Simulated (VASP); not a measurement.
OSZICAR of a VASP run on C35Si37:

OSZICAR:
```
       N       E                     dE             d eps       ncg     rms          rms(c)
DAV:   1    -0.612253318184E+03   -0.61225E+03   -0.11229E+01   362   0.788E+00    0.163E+01
DAV:   2    -0.612330584906E+03   -0.77267E-01   -0.29623E-01   388   0.117E+00    0.117E+01
DAV:   3    -0.612313121069E+03    0.17464E-01   -0.12914E-02   420   0.242E-01    0.688E+00
DAV:   4    -0.612306738104E+03    0.63830E-02   -0.35026E-03   399   0.116E-01    0.397E+00
DAV:   5    -0.612304736320E+03    0.20018E-02   -0.10262E-03   407   0.639E-02    0.227E+00
DAV:   6    -0.612304085101E+03    0.65122E-03   -0.25265E-04   391   0.354E-02    0.129E+00
DAV:   7    -0.612303872583E+03    0.21252E-03   -0.75294E-05   383   0.213E-02    0.737E-01
DAV:   8    -0.612303806176E+03    0.66407E-04   -0.21778E-05   223   0.124E-02    0.426E-01
DAV:   9    -0.612303786947E+03    0.19229E-04   -0.10248E-05   228   0.908E-03    0.242E-01
DAV:  10    -0.612303782446E+03    0.45017E-05   -0.27606E-06   223   0.469E-03
   1 F= -.61230378E+03 E0= -.61230378E+03  d E =-.517134E-17
```

Q: Which electronic solver shows in the log?

A: It is blocked Davidson (ALGO = Normal, or the opening steps of other solvers). The INCAR had ALGO = Normal.

Q: Can the final energy be trusted as converged?

A: The calculation finished and met its thresholds. It stopped with EDIFF = 1E-5, NELM = 50 (HSE06 screened hybrid, plane waves, VASP's PBE PAW potentials (set 64)).  The supercell is sampled at Γ alone, which is coarse: total energies, pressure and levels can be off, energies of defects by several tenths of an eV.

The cell is a supercell with a defect, built from SiC (4h): Si_C. The cell's shape comes from a PBE relaxation. The run is not spin-polarised, so no state with unpaired spins was tried.
